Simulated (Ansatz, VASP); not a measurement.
## Sc in two plane-wave programs

One calculation is typed for both programs; each brings its own data sets. How far apart do they land? The cell is taken from a series of runs on this material, whose earlier steps may have relaxed, scaled, displaced or heated it; both programs get it as it stands.

Program: Ansatz 0.2.0. Level of theory: plane waves, with VASP 6.6.1 beside it; zone-centre phonons at LDA. Results are calculated unless marked as measured.

## Step 1: Set-up

It takes space group P6_3/mmc (No. 194, hexagonal). Conventional cell: a = 3.224 Å, b = 3.224 Å, c = 5.032 Å, α = 90.00°, β = 90.00°, γ = 120.00°. Nearest to Sc lie 12 Sc at 3.13 to 3.22 Å.

Coordinates:

```cif
data_structure
_symmetry_space_group_name_H-M 'P 1'
_symmetry_Int_Tables_number 1
_cell_length_a 3.2235
_cell_length_b 3.2235
_cell_length_c 5.0321
_cell_angle_alpha 90.000
_cell_angle_beta 90.000
_cell_angle_gamma 120.000
_cell_volume 45.28
loop_
_atom_site_label
_atom_site_type_symbol
_atom_site_fract_x
_atom_site_fract_y
_atom_site_fract_z
_atom_site_occupancy
Sc1 Sc 0.33333 0.66667 0.25000 1
Sc2 Sc 0.66667 0.33333 0.75000 1
```

## Step 2: Ansatz: zone-centre phonons, LDA

Ansatz runs on its PAW soft_1 files.

Second derivatives magnify differences that forces hide, and they need a tight electronic threshold.

input.yaml reads:

```yaml
crystal:
  lattice:
    - [3.2235056245, 0.0, 0.0]
    - [-1.6117528123, 2.7916377601, 0.0]
    - [0.0, 0.0, 5.03206786]
  atoms:
    - { symbol: Sc, position: [0.3333334638, 0.6666665362, 0.25] }
    - { symbol: Sc, position: [0.6666665362, 0.3333334638, 0.75] }
kpoints:
  mp_grid: { grid: [15, 15, 8] }
hamiltonian:
  xc: lda
  pseudopotentials: { kind: paw, azcp: { folder: soft_1 }, xc_functional: pbe }
scf:
  occupations: { method: methfessel_paxton, width: 0.2 }
output:
  eigenvalues: true
phonons:
  method: dfpt
```

Command:

```console
$ ansatz run input.yaml --threads 4 --pin off --max-ram 10240MiB --backend cpu --events-out ev --progress --plain --runs-dir out
```

Numbers of over 12 decimals in the logs are rounded to 6 here.

What it wrote:

```text
Warning: the atoms were moved onto the symmetric positions of the space group found under crystal.symmetry.tolerance 1.0e-5 (fractional; no operation is sought that the atoms, as they stand in a round, miss by more than twice it, and no atom is moved by as much as it), and the run uses the moved positions. Before a round's move an operation carried an atom to 1.26e-6 Å from where it should land, the largest such dist [...]
zone centre: on kpoints.mp_grid the ground state, and the responses unless they are solved on pairs of k-points, stand on 320 of the mesh's 1800 k-points, reduced under 4 symmetry operations, with k and −k counted as one. Each operation leaves every solved displacement unchanged or reverses it
Engine: ansatz 0.2.0, x86_64-unknown-linux-gnu
Pseudopotentials: kind: paw
Pseudopotential: Sc, paw, valence charge 11, recommended cutoff 420 eV (normal), soft_1/Sc.paw.azcp
Functional definition: SPW92
  exchange = slater_x
  correlation = pw_c
Crystal: 2 atoms, lattice volume = 45.283 Å³
Basis set: ecut = 420 eV, 881 PW (Γ), exchange–correlation on 48×48×72 points (8 copies of the dense FFT grid, shifted against one another)
Bands: 15, of which v1, the nominal top of the filled ones, is band 11 counted from 1 (10 counted from 0)
Symmetry: 24 space group operations
k-points: 320 of 1800 (irreducible under 4 space group operations, time reversal used)
Non-local potential: Sc, projectors of the file, l = 0: 3, l = 1: 2, l = 2: 3, l = 3: 1
PAW form: soft (Blöchl's): semilocal exchange-correlation on the pseudo side does not see the compensation charge
PAW frozen core: Sc, regenerated for the run's functional, and the local potential with it (the file was generated under x = pbe(κ = 0.804, μ = 0.219515), c = pbe(β = 0.066725))
PAW one-centre angular grid: Sc, 590 points (default); XC on 64 Gauss nodes
Initial density: superposition of atomic densities (chi_scale 0.1, normalization cell)
Initial wavefunctions: pseudopotential atomic-orbital guess
Functional: x = slater, c = lda
SCF iter   1: F=—  HF=-4178.148090 eV  |F-HF|=—  |Δ(HF+E_count)|=         —  Δρ=2.41e-2  dr2=3.19e-1  ethr=3.10e-3  ⟨swp⟩=3.1  Hψ=17617  notcnv=0
preconditioner: auto → none  [metal: Δε(μ)=0.011 eV  Ē_g=2.730 eV  σ=0.200 eV  W_gap=0.05  n_scr=8 (ndim 8)  ℏωp=13.5 eV  f_vac=0.000  D(μ)=3.81/eV (n_scr^D=42)  sad-step TF]
SCF iter   2: F=—  HF=-4178.064848 eV  |F-HF|=—  |Δ(HF+E_count)|=   8.32e-2  S|Δr|=    0.00e0  Δρ=1.34e-2  dr2=1.07e-1  ethr=1.45e-3  ⟨swp⟩=2.0  Hψ=8378  notcnv=0  defer=1
SCF iter   3: F=—  HF=-4178.026627 eV  |F-HF|=—  |Δ(HF+E_count)|=   3.82e-2  S|Δr|=    0.00e0  Δρ=9.07e-4  dr2=2.42e-4  ethr=4.88e-4  ⟨swp⟩=3.0  Hψ=9185  notcnv=0  defer=1
SCF iter   4: F=—  HF=-4178.026866 eV  |F-HF|=—  |Δ(HF+E_count)|=   2.39e-4  S|Δr|=    0.00e0  Δρ=7.47e-5  dr2=1.91e-6  ethr=1.10e-6  ⟨swp⟩=2.2  Hψ=6610  notcnv=0  defer=1
SCF iter   5: F=—  HF=-4178.026869 eV  |F-HF|=—  |Δ(HF+E_count)|=   2.09e-6  S|Δr|=    0.00e0  Δρ=1.47e-5  dr2=8.20e-8  ethr=8.70e-9  ⟨swp⟩=2.0  Hψ=5836  notcnv=0  defer=1
SCF iter   6: F=—  HF=-4178.026868 eV  |F-HF|=—  |Δ(HF+E_count)|=   3.07e-8  S|Δr|=    0.00e0  Δρ=1.71e-6  dr2=7.58e-10  ethr=3.73e-10  ⟨swp⟩=2.8  Hψ=8551  notcnv=0  defer=1
SCF iter   7: F=—  HF=-4178.026868 eV  |F-HF|=—  |Δ(HF+E_count)|=  7.09e-11  S|Δr|=    0.00e0  Δρ=4.96e-7  dr2=9.88e-11  ethr=3.44e-12  ⟨swp⟩=2.0  Hψ=8380  notcnv=0  defer=1
SCF iter   8: F=-4178.026868 eV  HF=-4178.026868 eV  |F-HF|=3.64e-12  |Δ(HF+E_count)|=  3.18e-11  S|Δr|=    0.00e0  Δρ=1.21e-7  dr2=5.43e-12  ethr=1.00e-12  ⟨swp⟩=3.0  Hψ=18830  notcnv=0
SCF 1 converged in 8 iterations: F = -4178.026868 eV  dr2 = 5.43e-12
  greatest PAW one-centre occupation: 0.998 electrons in one spin orbital (limit 2), on the Sc atom at site 1 (counted from 0), in its partial waves of l = 0
DFPT response loops at Γ: preconditioner auto → Kerker (q_TF=auto, 2.419 Å⁻¹) (partly filled bands, converged f_vac=0.000); β = 1.00, the filter's whole step (`scf.mixing.beta` (0.50) is not read by the response loops under this deck's `scf.mixing.preconditioner`; to damp them name `kerker` or `kerker_dos`, under which they read `scf.mixing.beta`, and type it under 1.00, their step now; both keys bind the ground state too); Broyden in place of MSR1
SCF converged after 8 iterations
Stability not checked: this state was not tested for a lower state beside it, because cold or Methfessel-Paxton smearing, or corrected tetrahedra, fill the levels in a way that the test cannot read (fill_not_monotonic; see scf.lower_state_search)
Free energy (F): -4178.026868 eV
Harris-Foulkes:  -4178.026868 eV  (|F-HF|=3.64e-12)
Internal energy: -4178.024197 eV  (E = F + TS)
E sigma→0 (E₀):  -4178.026201 eV
Entropy (-TS):   -0.002672 eV (-1.336 meV/atom)
Fermi energy:    9.831982 eV
--- Per-component energies (eV) ---
  E_band       = -316.825431
  E_kinetic    = 415.505090
  E_local      = -1631.478197  (includes V_loc(G=0)·N_el)
  E_nonlocal   = 293.504437
  E_hartree    = 581.658727
  E_xc         = -169.512376
  E_vxc        = -209.647408  (∫ρ·V_xc dr)
  E_paw        = -1890.036939  (= ΣΔE_a)
  E_vpaw       = -348.026979  (= ΣTr[D̂ρ^β])
  E_aug_tail   = 0.000058  (compensation charges beyond the density's cutoff)
  E_ewald      = -1778.274844
  E_core_change = 0.609846  (= ΣΔE_core)
  E_smearing   = -0.002672  (= −TS)
  E_closure    = -0.000000  (closes the sum)
  Σ components = -4178.026868   (vs F -4178.026868, Δ=0.00e0)
--- Band table (eV; the first three rows and the last of 320) ---
  k-point 0: bands = [... 7 lower, -17.4700, 4.6116, 8.0684, 10.7254, 11.4713, 11.4713, 11.7499, 11.9706]
  k-point 1: bands = [... 7 lower, -17.4936, 4.7259, 7.9535, 10.6304, 11.4108, 11.4108, 11.6721, 11.8974]
  k-point 2: bands = [... 7 lower, -17.5201, 5.0599, 7.5760, 10.5158, 11.3259, 11.3259, 11.4553, 11.7227]
  k-point 319: bands = [... 7 lower, -17.5802, 8.4408, 8.4408, 9.9935, 9.9935, 10.6142, 10.6142, 12.1915]
--- Phonons (Γ-DFPT): 2 representative perturbations + reference, on 320 of 1800 k-points (Σ response iterations 6) ---
  k mesh reduced under 4 symmetry operations, with k and −k counted as one. Each operation leaves every solved displacement unchanged or reverses it
  ASR residual: 7.960e-5 → 0.000e0 eV/Å²; symmetrization residual: 2.301e-10 eV/Å²
  ASR residual per site (eV/Å²): 7.96e-5 7.96e-5
  Γ frequencies (cm⁻¹): 0.00 0.00 0.00 134.17 134.17 231.16
  non-analytic LO–TO correction: not included (Born effective charges unavailable; polar crystals: no LO–TO splitting at Γ)
```

[end of part 1 of 2]

[Lines on the potential files, build, host, timing and source positions are cut from VASP's logs without a mark.]

[Logs are printed without paths, hosts, clocks, repeated set-up lines and the standing remarks that a program may print on its own settings, such as how far it seeks lower states.]

[Hosts, paths, dates, database ids (printed as entryN), source tags and the programs' standing remarks are cut or masked in the printed files.]
